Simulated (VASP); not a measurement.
Here is the system:

```cif
data_F4K4
_chemical_formula_sum 'K4 F4'
_space_group_name_H-M_alt 'Fm-3m'
_space_group_IT_number 225
_space_group_name_Hall '-F 4 2 3'
_cell_length_a 5.42061
_cell_length_b 5.42061
_cell_length_c 5.42061
_cell_angle_alpha 90.000
_cell_angle_beta 90.000
_cell_angle_gamma 90.000
loop_
_atom_site_label
_atom_site_type_symbol
_atom_site_symmetry_multiplicity
_atom_site_Wyckoff_symbol
_atom_site_fract_x
_atom_site_fract_y
_atom_site_fract_z
_atom_site_occupancy
K1 K 4 a 0.00000 0.00000 0.00000 1
F1 F 4 b 0.50000 0.50000 0.50000 1
```
(The calculation used a cell of 2 atoms; values per cell refer to that cell.)

Computed with PBE GGA, VASP's PBE PAW potentials (set 64) (plane waves; VASP). Run with 600 eV cut-off, 8×8×8 Γ-centred mesh, Gaussian smearing of 0.050 eV, potentials K_sv F.

Each relaxation starts from this cell; other phases were not tried.

**Question.** The cell is relaxed at 5 GPa. What happens?

**Answer.** The volume per atom goes from 19.91 to 17.54 Å³ (-11.9 %), and the cell becomes a = b = c = 5.197 Å, α = β = γ = 90.00°, space group Fm-3m. The gap on the mesh goes from 5.95 to 6.63 eV.

**Question.** The cell is relaxed at 10 GPa. What happens?

**Answer.** The volume per atom goes from 19.91 to 16.22 Å³ (-18.5 %), and the cell becomes a = b = c = 5.063 Å, α = β = γ = 90.00°, space group Fm-3m. The gap on the mesh goes from 5.95 to 7.10 eV.

Failed runs are left out, and for metals the shear rows, which the mesh's noise covers.

The compound is KF in the rock salt structure.
